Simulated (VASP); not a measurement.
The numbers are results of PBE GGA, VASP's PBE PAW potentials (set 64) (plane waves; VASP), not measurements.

Input for VASP

### INCAR
```
ALGO=Normal
EDIFF=1E-6
ENCUT=300
GGA=PE
ISIF=2
ISMEAR=-1
LASPH=.True.
LCHARG=.False.
LREAL=.False.
LWAVE=.False.
NELM=100
PREC=Accurate
SIGMA=0.1
SYSTEM=Be
```

### KPOINTS
```
Automatic mesh
0
Gamma
9 9 5
0 0 0
```

**POSCAR**
```
Be
1.0
  2.2647800000   0.0000000000   0.0000000000
 -1.1323900000   1.9613570000   0.0000000000
  0.0000000000   0.0000000000   3.5741000000
Be
2
Cart
 -0.0000011324   1.3075719871   2.6805750000
  1.1323911324   0.6537850129   0.8935250000
```

POTCAR, in this order: Be (PBE.64 set). Program: vasp_std.

What VASP printed:

File OSZICAR:
```
       N       E                     dE             d eps       ncg     rms          rms(c)
DAV:   1    -0.462187116248E+01   -0.46219E+01   -0.12276E+03   450   0.341E+02
DAV:   2    -0.759588445296E+01   -0.29740E+01   -0.27602E+01   684   0.369E+01
DAV:   3    -0.760684518372E+01   -0.10961E-01   -0.10961E-01   510   0.260E+00
DAV:   4    -0.760685190356E+01   -0.67198E-05   -0.67194E-05   660   0.670E-02
DAV:   5    -0.760685190402E+01   -0.45713E-09   -0.82063E-09   504   0.546E-04    0.119E+00
DAV:   6    -0.756101163108E+01    0.45840E-01   -0.57534E-03   504   0.101E+00    0.729E-01
DAV:   7    -0.754258797792E+01    0.18424E-01   -0.62809E-03   486   0.104E+00    0.268E-02
DAV:   8    -0.754256712786E+01    0.20850E-04   -0.11258E-05   600   0.364E-02    0.923E-03
DAV:   9    -0.754256624018E+01    0.88768E-06   -0.25513E-06   564   0.186E-02
   1 F= -.75425662E+01 E0= -.75402680E+01  d E =-.459651E-02
```

OUTCAR:
```
------------------------ aborting loop because EDIFF is reached ----------------------------------------
  FORCE on cell =-STRESS in cart. coord.  units (eV):
  Direction    XX          YY          ZZ          XY          YZ          ZX
  --------------------------------------------------------------------------------------
  Total        0.1097750      0.1097750     -0.3281073      0.0000000     -0.0000000      0.0000000
  in kB       11.0780832     11.0780830    -33.1113628      0.0000000     -0.0000000      0.0000000
  external PRESSURE =      -3.6517322 kB  Pullay stress =       0.0000000 kB
  volume of cell :       15.88
      direct lattice vectors                 reciprocal lattice vectors
     2.264780000  0.000000000  0.000000000     0.441543991  0.254925544  0.000000000
    -1.132390000  1.961357000  0.000000000     0.000000000  0.509851088  0.000000000
     0.000000000  0.000000000  3.574100000     0.000000000  0.000000000  0.279790717
 POSITION                                       TOTAL-FORCE (eV/Angst)
 -----------------------------------------------------------------------------------
     -0.00000      1.30757      2.68058         0.000000     -0.000000      0.000000
      1.13239      0.65379      0.89353        -0.000000      0.000000      0.000000
 -----------------------------------------------------------------------------------
    total drift:                                0.000001     -0.000000      0.000003
  FREE ENERGIE OF THE ION-ELECTRON SYSTEM (eV)
  ---------------------------------------------------
  free  energy   TOTEN  =        -7.5425662402 eV

  energy  without entropy=       -7.5379697298  energy(sigma->0) =       -7.54026798
```
(Selected blocks of OUTCAR.)

At this cut-off the stress carries a Pulay error, which pulls relaxed volumes low.

The structure comes from a computed database's Be entry; how it stands against other phases isn't given here. The cell was not relaxed at this level. The k-mesh is coarse (spacing up to 0.36 per Å, 2π included), so the numbers may not be converged in it. The run is one of a series of settings (KPOINTS 9×9×5 Γ-centred mesh against the base run), some of them coarse on purpose.
